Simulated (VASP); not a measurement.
VASP ran on this input.

File POSCAR:
```
CuI
1
    0.0000000000     2.8770920403     2.8770920403
    2.8770920403     0.0000000000     2.8770920403
    2.8770920403     2.8770920403     0.0000000000
Cu I
1 1
Direct
  0.0000000000   0.0000000000   0.0000000000
  0.2500000000   0.2500000000   0.2500000000
```

**INCAR**
```
ALGO  =  Normal
EDIFF  =  1E-6
EDIFFG  =  -0.02
ENCUT  =  500
GGA  =  PE
IBRION  =  2
ISIF  =  3
ISMEAR  =  0
LASPH  =  T
LCHARG  =  F
LMAXMIX  =  4
LREAL  =  F
LWAVE  =  F
NELM  =  100
NSW  =  40
PREC  =  Accurate
PSTRESS  =  200
SIGMA  =  0.05
SYSTEM  =  CuI
```

### KPOINTS
```
Automatic mesh
0
G
8 8 8
```

POTCAR, in this order: Cu I (PBE.64 set). Program: vasp_std.

Q: Write an equivalent input for Quantum ESPRESSO's pw.x.

A: One equivalent input (not run):
```
&CONTROL
  calculation = 'vc-relax'
  pseudo_dir = './pseudo'
  outdir = './out'
  tprnfor = .true.
  tstress = .true.
  nstep = 40
  forc_conv_thr = 0.00078
/
&SYSTEM
  ibrav = 0
  nat = 2
  ntyp = 2
  ecutwfc = 92
  occupations = 'smearing'
  smearing = 'gaussian'
  degauss = 0.003675
  input_dft = 'pbe'
/
&ELECTRONS
  conv_thr = 7.3e-08
  electron_maxstep = 100
/
&IONS
/
&CELL
  press = 200
/
ATOMIC_SPECIES
  Cu 63.546 Cu.upf
  I 126.904 I.upf
CELL_PARAMETERS angstrom
     0.0000000    2.8770920    2.8770920
     2.8770920    0.0000000    2.8770920
     2.8770920    2.8770920    0.0000000
ATOMIC_POSITIONS crystal
  Cu   0.0000000  0.0000000  0.0000000
  I    0.2500000  0.2500000  0.2500000
K_POINTS automatic
  8 8 8 0 0 0
```
Limits of the translation: the potentials are each code's own (VASP's PAW set, PseudoDojo norm-conserving files in pw.x), so ENCUT and ecutwfc are chosen apart and not converted; conv_thr bounds pw.x's estimated SCF error, while EDIFF bounds the energy change between steps; forc_conv_thr acts on force components and is met together with etot_conv_thr.

The compound is CuI in the zinc blende structure. This run relaxes it under an external pressure of 20 GPa. Symmetry was kept, so distortions that lower it aren't found.
